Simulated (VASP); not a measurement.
Mo₃Si (A15) relaxed at rising pressure, in one space group throughout; other phases were not tried. The pressures are those reached. These are PBE GGA, VASP's PBE PAW potentials (set 64) (plane waves; VASP) values and carry that method's errors.

```
P (GPa)  V (Å³/atom)  k-mesh
-------  -----------  ------
0.00          14.787   6×6×6
4.91          14.508   6×6×6
9.91          14.251   6×6×6
20.00         13.789   7×7×7
29.96         13.407   7×7×7
```

A change of mesh leaves a small step in the series.

### Question
Fit an equation of state and predict the volume at 44.86 GPa.

### Answer
Least squares on the third-order Birch-Murnaghan form, P = (3B0/2)(y⁷ − y⁵)[1 + (3/4)(B′ − 4)(y² − 1)] with y = (V0/V)^(1/3), gives V0 = 14.788 Å³/atom, B0 = 245 GPa and B′ = 4.4, and so 12.918 Å³/atom. The run gave 12.920 Å³/atom, +0.0 % from the fit.

Pressures at which the relaxation failed are left out.

The compound is Mo3Si in the A15 structure.
